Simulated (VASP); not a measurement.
GaAs:

```
Ga As
1.0
     0.00000    2.83357    2.81237
     2.83357    0.00000    2.81237
     2.83357    2.83357    0.00000
Ga As
1 1
Cartesian
  0.0000 0.0000 0.0000
  1.4168 1.4168 1.4062
```

The cell was built by a generator and isn't the measured one.

Base run:

```yaml
Program: VASP 6.6.1
Functional: LDA
Potentials_or_basis: VASP PAW LDA potentials, release 64 (Ga_d, As)
Cutoff: 520 eV
k_mesh: 8 × 8 × 8
Occupations: gaussian, width 0.02 eV
Spin: non-collinear spin, zero start, spin-orbit coupling
Starting_moments: "[[0.0, 0.0, 0.0], [0.0, 0.0, 0.0]] μB"
```

Its results: pressure -1.6 GPa; net moment 0.00 μB per cell.

Question: The run is repeated on the same cell with these changes: functional from LDA to PBE; potentials or basis from VASP PAW LDA potentials, release 64 (Ga_d, As) to VASP PAW PBE potentials, release 64 (Ga_d, As). What comes out?

Answer: Pressure 3.5 GPa; net moment 0.00 μB per cell.

Not every run made on this cell is shown here.
